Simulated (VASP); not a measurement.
Here is the system:

```xyz
4
Lattice="4.1494 2.0709 2.0709 2.0709 4.1494 2.0709 2.0709 2.0709 4.1494" Properties=species:S:1:pos:R:3 pbc="T T T"
Ni     0.0000     0.0000     0.0000
Ni     4.1456     4.1456     4.1456
O      2.0728     2.0728     2.0728
O      6.2184     6.2184     6.2184
```
Starting moments (μB, in the order of the record's atoms Ni Ni O O): 1.3 -1.3 0.0 0.0.

These are optB86b-vdW, VASP's PBE PAW potentials (set 64) (plane waves; VASP 6.6.1) values and carry that method's errors. Run with 520 eV cut-off, Gaussian smearing of 0.050 eV, potentials Ni O.

Q: Predict the cell moment, band gap (along the path) with the smallest direct gap where there is one.

A: 
```
Property                                Value
------------------------------------  -------
band gap (along the path)             1.05 eV
smallest direct gap (along the path)  1.24 eV
cell moment                           0.00 μB
```

Only differences to runs with the same potentials and settings are physical.

The compound is NiO in the rock salt, AFM-II order structure. It was relaxed first.
